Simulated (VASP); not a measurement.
These are LDA (Ceperley-Alder, Perdew-Zunger) with spin-orbit coupling, VASP's LDA PAW potentials (set 64) (plane waves; VASP) values and carry that method's errors.

VASP input:

INCAR:
```
! general
SYSTEM      =  SrO
PREC        =  Accurate
ENCUT       =  520
LREAL       =  .False.
LASPH       =  .True.

! electronic loop
EDIFF       =  1E-6
NELM        =  100
ALGO        =  Normal
LMAXMIX     =  4

! smearing
ISMEAR      =  0
SIGMA       =  0.05

! functional
GGA_COMPAT  =  .False.

! spin
MAGMOM      =  0 0 0 0 0 0
LSORBIT     =  .True.

! output
LWAVE       =  .False.
LCHARG      =  .False.
```

**KPOINTS_OPT**
```
k-points along high-symmetry lines
8
Line-mode
Reciprocal
  0.000000   0.000000   0.000000 ! GAMMA
  0.500000   0.000000   0.500000 ! X

  0.500000   0.000000   0.500000 ! X
  0.625000   0.250000   0.625000 ! U

  0.375000   0.375000   0.750000 ! K
  0.000000   0.000000   0.000000 ! GAMMA

  0.000000   0.000000   0.000000 ! GAMMA
  0.500000   0.500000   0.500000 ! L

  0.500000   0.500000   0.500000 ! L
  0.500000   0.250000   0.750000 ! W

  0.500000   0.250000   0.750000 ! W
  0.500000   0.000000   0.500000 ! X
```

POSCAR:
```
SrO
1
    0.0000000000     2.5388467148     2.5388467148
    2.5388467148     0.0000000000     2.5388467148
    2.5388467148     2.5388467148     0.0000000000
Sr O
1 1
Direct
  0.0000000000   0.0000000000   0.0000000000
  0.5000000000   0.5000000000   0.5000000000
```

File KPOINTS:
```
Automatic
0
Gamma
8 8 8
```

POTCAR, in this order: Sr_sv O (LDA.64 set). Program: vasp_ncl.

Output

OUTCAR:
```
 ion  position               nearest neighbor table
   1  0.000  0.000  0.000-   2 2.54   2 2.54   2 2.54   2 2.54   2 2.54   2 2.54
   2  0.500  0.500  0.500-   1 2.54   1 2.54   1 2.54   1 2.54   1 2.54   1 2.54
  LATTYP: Found a face centered cubic cell.
 ALAT       =     5.0776934296
 Subroutine PRICEL returns:
 Original cell was already a primitive cell.
 Subroutine GETGRP returns: Found 48 space group operations
The static configuration has the point symmetry O_h .
The dynamic configuration has the point symmetry O_h .
The overall configuration has the point symmetry O_h .
 Subroutine INISYM returns: Found 48 space group operations
 Subroutine IBZKPT returns following result:
 Found     29 irreducible k-points:

 Following reciprocal coordinates:
            Coordinates               Weight
  0.000000  0.000000  0.000000      1.000000
  0.125000  0.000000  0.000000      8.000000
  0.250000  0.000000  0.000000      8.000000
  0.375000  0.000000  0.000000      8.000000
  0.500000  0.000000  0.000000      4.000000
  0.125000  0.125000  0.000000      6.000000
  0.250000  0.125000  0.000000     24.000000
  0.375000  0.125000  0.000000     24.000000
...
```

### OSZICAR
```
       N       E                     dE             d eps       ncg     rms          rms(c)
DAV:   1     0.898260473579E+02    0.89826E+02   -0.85997E+03  1392   0.132E+03
DAV:   2    -0.103616572141E+02   -0.10019E+03   -0.93948E+02  1896   0.293E+02
DAV:   3    -0.155502024586E+02   -0.51885E+01   -0.51568E+01  2200   0.605E+01
DAV:   4    -0.156799999149E+02   -0.12980E+00   -0.12977E+00  1792   0.730E+00
DAV:   5    -0.156810035780E+02   -0.10037E-02   -0.10036E-02  1872   0.710E-01    0.261E+01
DAV:   6    -0.136392018290E+02    0.20418E+01   -0.97329E+00  1560   0.248E+01    0.276E+01
DAV:   7    -0.135297567666E+02    0.10945E+00   -0.86182E-01  1856   0.774E+00    0.156E+01
DAV:   8    -0.134890072488E+02    0.40750E-01   -0.19169E-01  1488   0.432E+00    0.198E+00
DAV:   9    -0.134847771899E+02    0.42301E-02   -0.10418E-02  2000   0.101E+00    0.697E-01
DAV:  10    -0.134849518649E+02   -0.17467E-03   -0.33985E-03  1824   0.427E-01    0.176E-01
DAV:  11    -0.134850339315E+02   -0.82067E-04   -0.47669E-04  1576   0.241E-01    0.595E-02
DAV:  12    -0.134849911986E+02    0.42733E-04   -0.12093E-04  1944   0.104E-01    0.182E-02
DAV:  13    -0.134849918804E+02   -0.68181E-06   -0.64013E-06  1600   0.228E-02
   1 F= -.13484992E+02 E0= -.13484992E+02  d E =-.145731E-16  mag=    -0.0000    -0.0000    -0.0000
       N       E                     dE             ncg
       N       E                     dE             ncg
```

**OUTCAR**
```
------------------------ aborting loop because EDIFF is reached ----------------------------------------
  FORCE on cell =-STRESS in cart. coord.  units (eV):
  Direction    XX          YY          ZZ          XY          YZ          ZX
  --------------------------------------------------------------------------------------
  Total       -0.0063802     -0.0063802     -0.0063802      0.0000000      0.0000000     -0.0000000
  in kB       -0.3123249     -0.3123249     -0.3123249      0.0000000      0.0000000     -0.0000000
  external PRESSURE =      -0.3123249 kB  Pullay stress =       0.0000000 kB
  volume of cell :       32.73
      direct lattice vectors                 reciprocal lattice vectors
     0.000000000  2.538846715  2.538846715    -0.196939814  0.196939814  0.196939814
     2.538846715  0.000000000  2.538846715     0.196939814 -0.196939814  0.196939814
     2.538846715  2.538846715  0.000000000     0.196939814  0.196939814 -0.196939814
  FREE ENERGIE OF THE ION-ELECTRON SYSTEM (eV)
  ---------------------------------------------------
  free  energy   TOTEN  =       -13.4849918804 eV

  energy  without entropy=      -13.4849918804  energy(sigma->0) =      -13.48499188

 Ion:    1  E_soc:     -0.1959697

 Ion:    2  E_soc:     -0.0003351
```
(Selected blocks of OUTCAR.)

The compound is SrO in the rock salt structure. It was relaxed first.
